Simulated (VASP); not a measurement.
All values below come from PBE GGA, VASP's PBE PAW potentials (set 64) (plane waves; VASP).

Input for VASP

**KPOINTS**
```
K-points
0
Gamma
 11 11 11
0 0 0
```

POSCAR:
```
RuAl
1
    2.9774450000     0.0000000000     0.0000000000
    0.0000000000     3.0132180000     0.0000000000
    0.0000000000     0.0000000000     3.0479160000
Al Ru
1 1
Direct
  0.5000000000   0.5000000000   0.5000000000
  0.0254500000   0.0000000000   0.0000000000
```

**INCAR**
```
# general
SYSTEM  = RuAl
PREC    = Accurate
ENCUT   = 800   # plane-wave cut-off (eV)
LREAL   = .FALSE.
LASPH   = .TRUE.

# electronic loop
EDIFF   = 1E-6   # SCF stop (eV)
NELM    = 100
ALGO    = Normal   # blocked Davidson
LMAXMIX = 4   # l cut-off of mixed one-centre charges

# smearing
ISMEAR  = 1
SIGMA   = 0.1   # width (eV)

# functional
GGA     = PE   # PBE

# ions
ISIF    = 2

# output
LWAVE   = .FALSE.
LCHARG  = .FALSE.
```

POTCAR, in this order: Al_sv_GW Ru_pv (PBE.64 set). Program: vasp_std.

Task: Estimate the energy per atom (σ→0), pressure, largest force, band gap (on the k-mesh).

Result: 
```
Quantity                                                    Result
------------------------  ----------------------------------------
energy per atom (σ→0)                       -687.5 kJ/mol of atoms
band gap (on the k-mesh)  none (metal, semimetal or under 0.01 eV)
pressure                                                 -1.56 GPa
largest force                                           0.535 eV/Å
```

File OSZICAR:
```
...
DAV:   9    -0.142504923677E+02    0.43929E-02   -0.16017E-02 10952   0.578E+00    0.350E-01
DAV:  10    -0.142507675027E+02   -0.27513E-03   -0.28282E-03 13080   0.990E-01    0.126E-01
DAV:  11    -0.142507563598E+02    0.11143E-04   -0.60119E-05 10352   0.103E-01    0.705E-02
DAV:  12    -0.142507216679E+02    0.34692E-04   -0.26469E-05 10056   0.243E-01    0.143E-02
DAV:  13    -0.142507170159E+02    0.46520E-05   -0.18721E-06  8024   0.618E-02    0.630E-03
DAV:  14    -0.142507143509E+02    0.26649E-05   -0.31718E-07  4648   0.233E-02    0.272E-03
DAV:  15    -0.142507137155E+02    0.63542E-06   -0.11676E-07  4168   0.821E-03
   1 F= -.14250714E+02 E0= -.14250443E+02  d E =-.813262E-03
```

The compound is RuAl in the CsCl type structure. The cell was not relaxed at this level, atoms are displaced from their ideal sites. The run is one of a series of settings (ENCUT = 800, POTCAR Al_sv_GW Ru_pv (PBE.64 set) against the base run), some of them coarse on purpose. The electron count is odd and the run is not spin-polarised, which forces a metal.
